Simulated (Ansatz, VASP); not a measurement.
# Ni (Nickel) in two plane-wave programs

Wanted: the spread between two codes on one cell, functional and k mesh. The cell is taken from a series of runs on this material, whose earlier steps may have relaxed, scaled, displaced or heated it; both programs get it as it stands.

Main program and level: Ansatz 0.2.0; plane waves, with VASP 6.6.1 beside it; relaxation of cell and atoms at PBEsol.

### Step 1. Set-up

It takes space group Fm-3m (No. 225, cubic). The conventional cell has a = 3.466 Å, b = 3.466 Å, c = 3.466 Å, α = 90.00°, β = 90.00°, γ = 90.00°. Ni has 12 Ni at 2.45 Å nearest.

As a file:

```cif
data_structure
_symmetry_space_group_name_H-M 'P 1'
_symmetry_Int_Tables_number 1
_cell_length_a 2.4511
_cell_length_b 2.4511
_cell_length_c 2.4511
_cell_angle_alpha 60.000
_cell_angle_beta 60.000
_cell_angle_gamma 60.000
_cell_volume 10.41
loop_
_atom_site_label
_atom_site_type_symbol
_atom_site_fract_x
_atom_site_fract_y
_atom_site_fract_z
_atom_site_occupancy
Ni1 Ni 0.00000 0.00000 0.00000 1
```

### Step 2. Ansatz: relaxation of cell and atoms, PBEsol

Ansatz runs on norm-conserving files, of PseudoDojo where its log says so.

The relaxed volume is the usual yardstick between codes: in a stiff, nearly cubic crystal its relative difference is about their pressure difference at one cell divided by the bulk modulus.

input.yaml reads:

```yaml
crystal:
  lattice:
    - [0.0, 1.733165074, 1.733165074]
    - [1.733165074, 0.0, 1.733165074]
    - [1.733165074, 1.733165074, 0.0]
  atoms:
    - { symbol: Ni, position: [0.0, 0.0, 0.0], spin: 0.84 }
kpoints:
  mp_grid: { grid: [20, 20, 20] }
hamiltonian:
  xc: pbesol
  pseudopotentials: { kind: nc, accuracy: standard }
scf:
  occupations: { method: gaussian, width: 0.1 }
output:
  forces: true
  stress: true
  eigenvalues: true
  populations: true
magnetization:
  spin_polarized: true
relax:
  adjacent_minimum: "off"
  f_tol: 0.005
  max_steps: 80
  cell: { stress_tol: 0.05 }
```

On the command line:

```sh
ansatz run input.yaml --threads 4 --pin off --max-ram 10240MiB --backend cpu --events-out ev --progress --plain --runs-dir out
```

Numbers of over 12 decimals in the logs are rounded to 6 here.

The program printed:

```text
Engine: ansatz 0.2.0, x86_64-unknown-linux-gnu
Pseudopotentials: kind: nc
Pseudopotential: Ni, nc, valence charge 18, recommended cutoff 1333.357926 eV (normal), Ni.nc.azcp (PseudoDojo's, or run here from an input of PseudoDojo's; its table is named by hamiltonian.pseudopotentials.accuracy)
Functional definition: PBEsol
  exchange = pbesol_x
  correlation = pbesol_c
Crystal: 1 atoms, lattice volume = 10.412 Å³
Basis set: ecut = 1333.357926 eV, 1139 PW (Γ), exchange–correlation on 60×60×60 points (8 copies of the dense FFT grid, shifted against one another)
Bands: 14, of which v1, the nominal top of the filled ones, is band 9 counted from 1 (8 counted from 0)
Symmetry: 48 space group operations
Space group: Fm-3m (ITA 225), of the structure as read, at distance tolerance 2.2e-5 Å
Magnetic group: BNS 225.116 (UNI 1618), of the structure as read, at distance tolerance 2.2e-5 Å
k-points: 256 of 8000
Non-local potential: Ni, projectors of the file, l = 0: 2, l = 1: 2, l = 2: 2
Initial density: superposition of atomic densities (chi_scale 0.1, normalization cell)
Starting moments: Σ|m| = 0.84 μB on 1 of 1 site
Initial wavefunctions: pseudopotential atomic-orbital guess
Functional: x = pbesol(κ = 0.804, μ = 0.123457), c = pbesol(β = 0.046)
iter 1 solved again at ethr=1.13e-4 eV; its pass at ethr=3.10e-3 eV (dr2=2.04e-2 eV) is discarded
SCF iter   1: F=—  HF=-4562.006032 eV  |F-HF|=—  |Δ(HF+E_count)|=         —  Δρ=4.50e-2 (↑4.50e-2 ↓4.11e-2)  dr2=2.05e-2  dr2_m=1.25e-1  M=0.644 μB ∫|m|=0.675 μB  β_m=0.30  ethr=1.13e-4  ⟨swp⟩=1.0  Hψ=51015  notcnv=0
preconditioner: auto → none  [metal: Δε(μ)=0.015 eV  Ē_g=17.295 eV  σ=0.100 eV  W_gap=0.08  n_scr=0 (ndim 8)  ℏωp=36.4 eV  f_vac=0.000  D(μ)=1.72/eV (n_scr^D=26)]
SCF iter   2: F=—  HF=-4562.012900 eV  |F-HF|=—  |Δ(HF+E_count)|=   6.87e-3  Δρ=3.10e-2 (↑3.10e-2 ↓2.99e-2)  dr2=9.19e-3  dr2_m=6.42e-2  M=0.640 μB ∫|m|=0.683 μB  β_m=0.30  ethr=1.13e-4  ⟨swp⟩=1.0  Hψ=7168  notcnv=0
SCF iter   3: F=—  HF=-4562.016143 eV  |F-HF|=—  |Δ(HF+E_count)|=   3.24e-3  Δρ=1.91e-2 (↑1.74e-2 ↓1.91e-2)  dr2=7.79e-5  dr2_m=3.19e-2  M=0.639 μB ∫|m|=0.690 μB  β_m=0.30  ethr=5.11e-5  ⟨swp⟩=2.5  Hψ=10807  notcnv=0
SCF iter   4: F=—  HF=-4562.019312 eV  |F-HF|=—  |Δ(HF+E_count)|=   3.17e-3  Δρ=1.38e-2 (↑1.28e-2 ↓1.38e-2)  dr2=3.96e-5  dr2_m=1.68e-2  M=0.637 μB ∫|m|=0.695 μB  β_m=1.00  ethr=4.33e-7  ⟨swp⟩=2.0  Hψ=11613  notcnv=0
SCF iter   5: F=—  HF=-4562.023382 eV  |F-HF|=—  |Δ(HF+E_count)|=   4.07e-3  Δρ=2.73e-3 (↑1.78e-3 ↓2.73e-3)  dr2=1.47e-5  dr2_m=4.71e-4  M=0.633 μB ∫|m|=0.710 μB  β_m=1.00  ethr=2.20e-7  ⟨swp⟩=3.2  Hψ=16460  notcnv=0
SCF iter   6: F=—  HF=-4562.023610 eV  |F-HF|=—  |Δ(HF+E_count)|=   2.28e-4  Δρ=8.95e-4 (↑8.95e-4 ↓8.87e-4)  dr2=2.28e-6  dr2_m=7.31e-5  M=0.634 μB ∫|m|=0.716 μB  β_m=1.00  ethr=8.14e-8  ⟨swp⟩=2.0  Hψ=11842  notcnv=0
SCF iter   7: F=—  HF=-4562.023636 eV  |F-HF|=—  |Δ(HF+E_count)|=   2.69e-5  Δρ=4.33e-4 (↑2.96e-4 ↓4.33e-4)  dr2=4.96e-7  dr2_m=1.16e-5  M=0.635 μB ∫|m|=0.719 μB  β_m=1.00  ethr=1.26e-8  ⟨swp⟩=2.0  Hψ=11949  notcnv=0
SCF iter   8: F=—  HF=-4562.023640 eV  |F-HF|=—  |Δ(HF+E_count)|=   3.54e-6  Δρ=1.77e-4 (↑1.77e-4 ↓1.16e-4)  dr2=1.93e-7  dr2_m=1.53e-6  M=0.635 μB ∫|m|=0.720 μB  β_m=0.30  ethr=2.76e-9  ⟨swp⟩=2.2  Hψ=11535  notcnv=0
Mixer restart at iter 8: flushing history
spin-set hold released at iteration 8 (site moments contracting): the magnetisation degrees of freedom join the quasi-Newton model from the next iteration; the mixer history was flushed
SCF iter   9: F=—  HF=-4562.023640 eV  |F-HF|=—  |Δ(HF+E_count)|=   1.51e-7  Δρ=1.32e-4 (↑1.32e-4 ↓9.49e-5)  dr2=7.18e-8  dr2_m=1.04e-6  M=0.635 μB ∫|m|=0.720 μB  β_m=0.55  ethr=5.56e-10  ⟨swp⟩=4.4  Hψ=23935  notcnv=0
SCF iter  10: F=—  HF=-4562.023640 eV  |F-HF|=—  |Δ(HF+E_count)|=   3.45e-7  Δρ=3.35e-5 (↑3.35e-5 ↓2.09e-5)  dr2=4.86e-8  dr2_m=4.83e-8  M=0.635 μB ∫|m|=0.720 μB  β_m=0.64  ethr=3.99e-10  ⟨swp⟩=5.0  Hψ=31315  notcnv=0
SCF iter  11: F=—  HF=-4562.023640 eV  |F-HF|=—  |Δ(HF+E_count)|=   2.36e-8  Δρ=2.57e-5 (↑1.45e-5 ↓2.57e-5)  dr2=7.65e-8  dr2_m=3.52e-9  M=0.635 μB ∫|m|=0.720 μB  β_m=0.52  ethr=2.70e-10  ⟨swp⟩=4.1  Hψ=23214  notcnv=0
SCF iter  12: F=-4562.023640 eV  HF=-4562.023640 eV  |F-HF|=1.18e-10  |Δ(HF+E_count)|=   1.73e-8  Δρ=1.71e-6 (↑1.70e-6 ↓1.71e-6)  dr2=1.90e-10  dr2_m=1.13e-10  M=0.635 μB ∫|m|=0.720 μB  ethr=2.70e-10  ⟨swp⟩=3.6  Hψ=19347  notcnv=0
SCF 1 converged in 12 iterations: F = -4562.023640 eV  dr2 = 1.90e-10
relax step   1: F+E_penalty+E_count = -4562.02364047 eV  Δ(F+E_penalty+E_count) = +0.000e0 eV  max|allowed force component| = 0.000e0 eV/Å  Δτ_max = 0.0000 Å  P = -0.648 GPa  Ω = 10.412 Å³  (12 SCF iters, dr2 threshold 1.00e-7 eV, accepted)
[...]
relax step   2: F+E_penalty+E_count = -4562.02368695 eV  Δ(F+E_penalty+E_count) = -4.648e-5 eV  max|allowed force component| = 0.000e0 eV/Å  Δτ_max = 0.0000 Å  P = -0.335 GPa  Ω = 10.398 Å³  energy of the carried Pulay correction = +3.105e-6 eV  (4 SCF iters, dr2 threshold 1.00e-7 eV, accepted)
[...]
relax step   3: F+E_penalty+E_count = -4562.02370609 eV  Δ(F+E_penalty+E_count) = -1.914e-5 eV  max|allowed force component| = 0.000e0 eV/Å  Δτ_max = 0.0000 Å  P = +0.001 GPa  Ω = 10.383 Å³  energy of the carried Pulay correction = +6.431e-6 eV  (4 SCF iters, dr2 threshold 1.00e-7 eV, accepted)
[...]
relax step   4: F+E_penalty+E_count = -4562.02369994 eV  Δ(F+E_penalty+E_count) = +6.158e-6 eV  max|allowed force component| = 0.000e0 eV/Å  Δτ_max = 0.0000 Å  P = -0.003 GPa  Ω = 10.383 Å³  stress off target by 3.28e-3 GPa  SCF on the basis re-selected at this cell (its energy is not comparable with the rows above)  (5 SCF iters)
basis re-selected at this cell: Δ(F+E_penalty+E_count) = +6.158e-6 eV, ΔP = -0.005 GPa vs the last step (what re-selecting the basis moved, of the pressure what is left beyond the Pulay correction that the steps carried, after the strain that the cell walked since its last selection, with what the two solves' SCF thresholds leave and, on support functions, any second-order correction that the steps lacked; it is no measure of the basis error at this ecutwfc). This SCF's stress stands 3.28e-3 GPa from its target on what of the cell is left free (relax.cell.stress_tol is 5.00e-2 GPa) and its largest allowed force component is 0.00e0 eV/Å (relax.f_tol is 5.00e-3 eV/Å): [rest of the remark cut]
SCF converged after 5 iterations
Magnetization: 0.6348 μB (9.3174 up, 8.6826 down)
Absolute magnetization: 0.7195 μB (∫|ρ↑−ρ↓|)
Spin contamination: 0.0062 ħ² per cell (⟨S²⟩ above its minimum at these occupations)
Per-site moments (μB) at R_I (Å): [(0.671120, 1.010116)]
Free energy (F): -4562.023700 eV
Harris-Foulkes:  -4562.023700 eV  (|F-HF|=9.09e-13)
Internal energy: -4562.015346 eV  (E = F + TS)
E sigma→0 (E₀):  -4562.019523 eV
Entropy (-TS):   -0.008354 eV (-8.354 meV/atom)
Fermi energy:    19.528073 eV
--- Per-component energies (eV) ---
  E_band       = -260.902778
  E_kinetic    = 2145.750631
  E_local      = -3555.609012  (includes V_loc(G=0)·N_el)
  E_nonlocal   = -721.837141
  E_hartree    = 1235.888329
  E_xc         = -577.829107
  E_vxc        = -600.983908  (∫ρ·V_xc dr)
  E_ewald      = -3088.379046
  E_smearing   = -0.008354  (= −TS)
  E_closure    = 0.000000  (closes the sum)
  Σ components = -4562.023700   (vs F -4562.023700, Δ=0.00e0)
--- Forces (eV/Å), atoms counted from 1 ---
  atom   1  Ni    -0.00000000     0.00000000    -0.00000000
  max |Σ_I F_I| component: 6.31e-30 eV/Å
--- Stress (GPa, compression-positive) ---
       -0.003277      -0.000000      -0.000000
       -0.000000      -0.003277      -0.000000
       -0.000000      -0.000000      -0.003277
  P = ⅓ Tr σ = -0.0033 GPa (-0.033 kbar)
--- Band table (eV; the first three rows and the last of 512) ---
  k-point 0 ↑: bands = [... 5 lower, 16.9169, 16.9169, 16.9169, 18.1928, 18.1928, 43.4275, 47.6850, 47.6850, ... 1 higher]
  k-point 1 ↑: bands = [... 5 lower, 16.8888, 16.9407, 16.9407, 18.1823, 18.1823, 43.1505, 46.2590, 47.4172, ... 1 higher]
  k-point 2 ↑: bands = [... 5 lower, 16.8112, 17.0054, 17.0054, 18.1575, 18.1575, 41.7943, 44.9066, 46.8808, ... 1 higher]
  k-point 255 ↓: bands = [... 5 lower, 16.8263, 16.8263, 18.7382, 19.9266, 27.6077, 27.6077, 29.9184, 31.1493, ... 1 higher]
--- Relaxed structure (3 steps of the walk, 3 accepted, 1 SCFs on fresh bases) ---
  F+E_penalty+E_count = -4562.02369994 eV   max|allowed force component| = 0.000e0 eV/Å   (the final SCF, on the basis selected at the relaxed cell)
  cell:  # Å, volume = 10.3831 Å³
    - [0, 1.731540, 1.731540]
    - [1.731540, 0, 1.731540]
    - [1.731540, 1.731540, 0]
  atoms:
    - { symbol: Ni, position: [0.0, 0.0, 0.0] }
--- Löwdin populations: 1 site ---
  site symbol       q [e]    m [muB]
     0     Ni     17.7788     0.6639
  spilling = 0.012290 (of n_electrons = 18.000000)
```

[end of part 1 of 2]

[Lines on the potential files, build, host, timing and source positions are cut from VASP's logs without a mark.]

[Logs are printed without paths, hosts, clocks, repeated set-up lines and the standing remarks that a program may print on its own settings, such as how far it seeks lower states.]

[Hosts, paths, dates, database ids (printed as entryN), source tags and the programs' standing remarks are cut or masked in the printed files.]
